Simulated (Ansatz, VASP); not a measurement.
# Cross-check of SrAlH3 between VASP and Ansatz, part 2 of 3

Aim: how closely do two programs agree when they are given the same cell, functional and k mesh? The cell is taken from a series of runs on this material, whose earlier steps may have relaxed, scaled, displaced or heated it; both programs get it as it stands.

VASP 6.6.1 and Ansatz 0.2.0.

So far: Starting point; Ansatz: zone-centre phonons, PBEsol.

### 3. VASP: zone-centre phonons, PBEsol

Level of this step: PBEsol; plane waves and PAW (Sr_sv, Al, H) (VASP).

The same cell, functional, mesh and smearing now go to VASP, with its own data sets.

Lines of VASP's logs that name or quote its potential files are left out, and so is its time.

File INCAR:

```
SYSTEM = SrAlH3
PREC = Accurate
ENCUT = 500
EDIFF = 1E-08
NELM = 120
ISMEAR = 1
SIGMA = 0.2
LREAL = .FALSE.
ALGO = Normal
GGA = PS
NBANDS = 26
LORBIT = 11
LWAVE = .FALSE.
LCHARG = .FALSE.
ISIF = 2
IBRION = 8
LASPH = .TRUE.
GGA_COMPAT = .FALSE.
KPAR = 2
```

File POSCAR:

```
SrAlH3
1.0
    5.0572830876      0.0000000000      0.0000000000
    0.0000000000      3.6333969242      0.0000000000
    0.0000000000      0.0000000000      8.3042278400
Sr Al H
2 2 6
Direct
    0.2500000000      0.5000000000      0.7853444882
    0.7500000000      0.5000000000      0.2146555118
    0.2500000000      0.0000000000      0.4086853625
    0.7500000000      0.0000000000      0.5913146375
    0.2500000000      0.0000000000      0.6146414015
    0.7500000000      0.0000000000      0.3853585985
    0.5000000000      0.5000000000      0.0000000000
    0.0000000000      0.5000000000      0.5000000000
    0.0000000000      0.5000000000      0.0000000000
    0.5000000000      0.5000000000      0.5000000000
```

File KPOINTS:

```
Automatic mesh
0
Gamma
8 10 4
0 0 0
```

PAW data sets: Sr_sv, Al and H (PBE family, release 64).

Command:

```console
mpirun -np 2 vasp_std
```

What it wrote:

```text
[banner, memory and clock lines left out]
running    2 mpi-ranks, on    1 nodes
 distrk:  each k-point on    1 cores,    2 groups
 distr:  one band on    1 cores,    1 groups

 POSCAR found type information on POSCAR SrAlH
 POSCAR found :  3 types and      10 ions
|                                                                             |
|               ----> ADVICE to this user running VASP <----                  |
|                                                                             |
|     You enforced a specific xc type in the INCAR file but a different       |
|     [... a line on the potential file left out ...]
|     I HOPE YOU KNOW WHAT YOU ARE DOING!                                     |
|                                                                             |

 LDA part: xc-table for (Slater+PW92), standard interpolation
 POSCAR, INCAR and KPOINTS ok, starting setup
 FFT: planning ... GRIDC
 FFT: planning ... GRID_SOFT
 FFT: planning ... GRID
 WAVECAR not read
 entering main loop
       N       E                     dE             d eps       ncg     rms          rms(c)
DAV:   1     0.131577512156E+03    0.13158E+03   -0.13411E+04  4680   0.102E+03
DAV:   2    -0.202243554876E+02   -0.15180E+03   -0.14429E+03  5736   0.218E+02
DAV:   3    -0.326592307740E+02   -0.12435E+02   -0.12343E+02  7636   0.506E+01
DAV:   4    -0.333766650336E+02   -0.71743E+00   -0.71598E+00  6958   0.104E+01
DAV:   5    -0.333967576796E+02   -0.20093E-01   -0.20092E-01  6948   0.139E+00    0.291E+01
DAV:   6    -0.312726473167E+02    0.21241E+01   -0.17938E+00  5514   0.540E+00    0.165E+01
DAV:   7    -0.308858635397E+02    0.38678E+00   -0.32116E+00  5582   0.705E+00    0.267E+00
DAV:   8    -0.308458327641E+02    0.40031E-01   -0.25957E-01  6722   0.210E+00    0.247E+00
DAV:   9    -0.307999601499E+02    0.45873E-01   -0.48662E-02  5636   0.820E-01    0.104E+00
DAV:  10    -0.307871042045E+02    0.12856E-01   -0.72661E-02  5494   0.103E+00    0.423E-01
DAV:  11    -0.307855450335E+02    0.15592E-02   -0.95097E-03  5388   0.432E-01    0.194E-01
DAV:  12    -0.307848264393E+02    0.71859E-03   -0.18823E-03  5880   0.156E-01    0.638E-02
DAV:  13    -0.307848672134E+02   -0.40774E-04   -0.19639E-04  5668   0.644E-02    0.313E-02
DAV:  14    -0.307848731155E+02   -0.59021E-05   -0.86990E-05  5688   0.401E-02    0.235E-02
DAV:  15    -0.307848746188E+02   -0.15033E-05   -0.12736E-05  5746   0.153E-02    0.176E-02
DAV:  16    -0.307848730855E+02    0.15333E-05   -0.10241E-05  5372   0.145E-02    0.456E-03
DAV:  17    -0.307848729651E+02    0.12037E-06   -0.14521E-06  5762   0.578E-03    0.234E-03
DAV:  18    -0.307848729135E+02    0.51604E-07   -0.16164E-07  6924   0.164E-03    0.201E-03
DAV:  19    -0.307848728056E+02    0.10791E-06   -0.28194E-08  4836   0.864E-04    0.621E-04
DAV:  20    -0.307848727389E+02    0.66698E-07   -0.21785E-08  4518   0.718E-04    0.473E-04
DAV:  21    -0.307848727376E+02    0.12703E-08   -0.26217E-09  2798   0.265E-04
   1 F= -.30784873E+02 E0= -.30785842E+02  d E =0.290732E-02
 Linear response reoptimize wavefunctions to high precision
DAV:   1    -0.307848727519E+02   -0.14276E-07   -0.26540E-09  3988   0.238E-04
DAV:   2    -0.307848727519E+02   -0.10914E-10   -0.43188E-10  2780   0.103E-04
 Linear response DOF=          15
 Linear response progress:
  Degree of freedom:   1/ 15
       N       E                     dE             d eps       ncg     rms          rms(c)
RMM:   1    -0.306616081963E+00   -0.30662E+00    0.82882E-01  8980   0.365E+00
RMM:   2    -0.306404829338E+00    0.21125E-03   -0.40317E-02 10035   0.743E-01    0.194E-01
RMM:   3    -0.307372303834E+00   -0.96747E-03   -0.37459E-03 11714   0.252E-01    0.166E-01
RMM:   4    -0.307446514986E+00   -0.74211E-04   -0.52055E-04 13130   0.937E-02    0.932E-02
RMM:   5    -0.307578757852E+00   -0.13224E-03   -0.13110E-04 12233   0.530E-02    0.163E-02
RMM:   6    -0.307664201912E+00   -0.85444E-04   -0.29082E-05 13574   0.205E-02    0.984E-03
RMM:   7    -0.307697618149E+00   -0.33416E-04   -0.77043E-06 13601   0.102E-02    0.395E-03
RMM:   8    -0.307688864747E+00    0.87534E-05   -0.57971E-06 14074   0.422E-03    0.128E-03
RMM:   9    -0.307685295162E+00    0.35696E-05   -0.67021E-06 14240   0.220E-03    0.837E-04
RMM:  10    -0.307684868325E+00    0.42684E-06   -0.45521E-06 14920   0.122E-03    0.519E-04
RMM:  11    -0.307682171923E+00    0.26964E-05   -0.13307E-06 14288   0.795E-04    0.430E-04
RMM:  12    -0.307683222373E+00   -0.10504E-05    0.29076E-07 14521   0.542E-04    0.116E-04
RMM:  13    -0.307683036861E+00    0.18551E-06    0.11841E-08 14967   0.372E-04    0.103E-04
RMM:  14    -0.307683318242E+00   -0.28138E-06    0.28633E-07 14595   0.277E-04    0.180E-04
RMM:  15    -0.307682845694E+00    0.47255E-06    0.20584E-07 13358   0.226E-04    0.648E-05
[...]
RMM:  15    -0.172872217411E-01    0.39954E-07   -0.87428E-07 14229   0.343E-05    0.210E-05
RMM:  16    -0.172872015597E-01    0.20181E-07   -0.59870E-07 14660   0.252E-05    0.646E-06
RMM:  17    -0.172871811872E-01    0.20372E-07   -0.40538E-07 13767   0.206E-05    0.113E-05
RMM:  18    -0.172871721143E-01    0.90729E-08   -0.26600E-07 13044   0.176E-05    0.485E-06
RMM:  19    -0.172871681517E-01    0.39626E-08   -0.21271E-07 12747   0.161E-05    0.676E-06
[...]
RMM:   5    -0.179830122432E-01   -0.19836E-03   -0.14116E-04 12122   0.147E-02    0.494E-03
RMM:   6    -0.179743901005E-01    0.86221E-05   -0.99455E-05 13328   0.493E-03    0.401E-03
RMM:   7    -0.179799930565E-01   -0.56030E-05   -0.76584E-05 13386   0.244E-03    0.309E-03
RMM:   8    -0.179794006758E-01    0.59238E-06   -0.62906E-05 12511   0.191E-03    0.813E-04
RMM:   9    -0.179773723028E-01    0.20284E-05   -0.48920E-05 13870   0.800E-04    0.262E-04
RMM:  10    -0.179763894145E-01    0.98289E-06   -0.36273E-05 14643   0.402E-04    0.251E-04
RMM:  11    -0.179753538359E-01    0.10356E-05   -0.24762E-05 14858   0.220E-04    0.128E-04
RMM:  12    -0.179745213517E-01    0.83248E-06   -0.14730E-05 14204   0.136E-04    0.864E-05
RMM:  13    -0.179740829523E-01    0.43840E-06   -0.10999E-05 15316   0.775E-05    0.970E-06
RMM:  14    -0.179737028621E-01    0.38009E-06   -0.70381E-06 15194   0.484E-05    0.265E-05
[...]
RMM:  22    -0.179730902961E-01    0.33209E-08   -0.56602E-07 10448   0.153E-05    0.261E-06
RMM:  23    -0.179730738419E-01    0.16454E-07   -0.39984E-07  9503   0.151E-05    0.222E-06
RMM:  24    -0.179730634500E-01    0.10392E-07   -0.29521E-07  8923   0.150E-05    0.167E-06
RMM:  25    -0.179730668678E-01   -0.34178E-08   -0.32653E-07  9080   0.150E-05    0.110E-06
RMM:  26    -0.179730569770E-01    0.98908E-08   -0.22701E-07  8544   0.149E-05    0.484E-07
RMM:  27    -0.179730493843E-01    0.75927E-08   -0.15262E-07  8029   0.149E-05    0.443E-07
RMM:  28    -0.179730453919E-01    0.39925E-08   -0.11130E-07  7766   0.149E-05    0.332E-07
RMM:  29    -0.179730432715E-01    0.21204E-08   -0.89738E-08  7576   0.149E-05    0.306E-07
 first order change of Fermi-energy  -0.14257E-02
 force on displaced ion       7 direction 3 :  -3.713   0.000  -5.001
 Linear response progress:
  Degree of freedom:  13/ 15
       N       E                     dE             d eps       ncg     rms          rms(c)
RMM:   1    -0.159894579767E-01   -0.15989E-01   -0.92229E-03 12211   0.322E-01
RMM:   2    -0.149969254053E-01    0.99253E-03   -0.66949E-04 10424   0.832E-02    0.763E-02
RMM:   3    -0.152220067389E-01   -0.22508E-03   -0.15101E-04 10885   0.331E-02    0.405E-02
RMM:   4    -0.155942873745E-01   -0.37228E-03   -0.58618E-05 11170   0.208E-02    0.734E-03
RMM:   5    -0.156801479333E-01   -0.85861E-04   -0.75192E-06 12562   0.720E-03    0.185E-03
RMM:   6    -0.156870176751E-01   -0.68697E-05   -0.25361E-06 13799   0.304E-03    0.908E-04
RMM:   7    -0.156914872415E-01   -0.44696E-05   -0.78585E-07 14371   0.131E-03    0.528E-04
RMM:   8    -0.156911541144E-01    0.33313E-06   -0.38541E-07 14442   0.622E-04    0.198E-04
RMM:   9    -0.156911020149E-01    0.52099E-07   -0.21004E-07 14694   0.328E-04    0.898E-05
RMM:  10    -0.156911169982E-01   -0.14983E-07   -0.17724E-07 15046   0.175E-04    0.377E-05
RMM:  11    -0.156911020962E-01    0.14902E-07   -0.73744E-08 14901   0.103E-04    0.353E-05
RMM:  12    -0.156911328438E-01   -0.30748E-07   -0.68660E-08 15340   0.621E-05    0.546E-06
RMM:  13    -0.156911305483E-01    0.22955E-08   -0.38252E-08 15106   0.393E-05    0.101E-05
 first order change of Fermi-energy  -0.26300E-04
 force on displaced ion       8 direction 1 :  -1.088   0.000  -1.071
 Linear response progress:
  Degree of freedom:  14/ 15
       N       E                     dE             d eps       ncg     rms          rms(c)
RMM:   1    -0.160038275416E-01   -0.16004E-01   -0.49711E-03 11543   0.331E-01
RMM:   2    -0.150806963320E-01    0.92313E-03   -0.58788E-04 10226   0.778E-02    0.691E-02
RMM:   3    -0.153241456099E-01   -0.24345E-03   -0.12246E-04 10094   0.287E-02    0.391E-02
RMM:   4    -0.157997599764E-01   -0.47561E-03   -0.87449E-05  9751   0.242E-02    0.470E-03
RMM:   5    -0.158406269033E-01   -0.40867E-04   -0.92769E-06 11786   0.738E-03    0.103E-03
RMM:   6    -0.158386219449E-01    0.20050E-05   -0.21699E-06 12640   0.271E-03    0.559E-04
RMM:   7    -0.158385001530E-01    0.12179E-06   -0.39686E-07 12698   0.121E-03    0.206E-04
RMM:   8    -0.158391388271E-01   -0.63867E-06   -0.93131E-08 13605   0.579E-04    0.844E-05
RMM:   9    -0.158390870775E-01    0.51750E-07   -0.52373E-08 13761   0.300E-04    0.482E-05
RMM:  10    -0.158390444048E-01    0.42673E-07    0.11803E-08 14231   0.172E-04    0.149E-05
RMM:  11    -0.158390057273E-01    0.38677E-07   -0.15237E-08 14353   0.992E-05    0.165E-05
RMM:  12    -0.158390015418E-01    0.41855E-08    0.68141E-09 14513   0.620E-05    0.220E-06
 first order change of Fermi-energy   0.31252E-03
 force on displaced ion       8 direction 2 :   0.000  -0.047   0.000
 Linear response progress:
  Degree of freedom:  15/ 15
       N       E                     dE             d eps       ncg     rms          rms(c)
RMM:   1    -0.159195475179E-01   -0.15920E-01   -0.73003E-03 12712   0.335E-01
RMM:   2    -0.151419781347E-01    0.77757E-03   -0.73605E-04 10896   0.894E-02    0.120E-01
RMM:   3    -0.153443526158E-01   -0.20237E-03   -0.17254E-04 11574   0.356E-02    0.517E-02
RMM:   4    -0.156378031454E-01   -0.29345E-03   -0.97229E-05 12128   0.217E-02    0.149E-02
RMM:   5    -0.157864968055E-01   -0.14869E-03   -0.38303E-05 12198   0.107E-02    0.308E-03
RMM:   6    -0.157864265506E-01    0.70255E-07   -0.23571E-05 14225   0.420E-03    0.142E-03
RMM:   7    -0.157898979338E-01   -0.34714E-05   -0.13921E-05 14313   0.197E-03    0.111E-03
RMM:   8    -0.157917111511E-01   -0.18132E-05   -0.83122E-06 13928   0.104E-03    0.192E-04
RMM:   9    -0.157910105499E-01    0.70060E-06   -0.53302E-06 14918   0.541E-04    0.181E-04
RMM:  10    -0.157908255888E-01    0.18496E-06   -0.30535E-06 14918   0.284E-04    0.128E-04
RMM:  11    -0.157907330388E-01    0.92550E-07   -0.19376E-06 14596   0.168E-04    0.516E-05
RMM:  12    -0.157906924201E-01    0.40619E-07   -0.11885E-06 15228   0.963E-05    0.166E-05
RMM:  13    -0.157906311271E-01    0.61293E-07   -0.54004E-07 15225   0.578E-05    0.257E-05
RMM:  14    -0.157906119565E-01    0.19171E-07   -0.41066E-07 14613   0.391E-05    0.179E-05
RMM:  15    -0.157906006352E-01    0.11321E-07   -0.19635E-07 15159   0.281E-05    0.165E-05
RMM:  16    -0.157905936972E-01    0.69380E-08   -0.12631E-07 14293   0.218E-05    0.823E-06
RMM:  17    -0.157905889470E-01    0.47501E-08   -0.68813E-08 13275   0.183E-05    0.637E-06
 first order change of Fermi-energy  -0.12816E-03
 force on displaced ion       8 direction 3 :  -1.070   0.000  -1.589
 Linear response finished
```

[end of part 2 of 3]

[Lines on the potential files, build, host, timing and source positions are cut from VASP's logs without a mark.]

[Logs are printed without paths, hosts, clocks, repeated set-up lines and the standing remarks that a program may print on its own settings, such as how far it seeks lower states.]

[Hosts, paths, dates, database ids (printed as entryN), source tags and the programs' standing remarks are cut or masked in the printed files.]
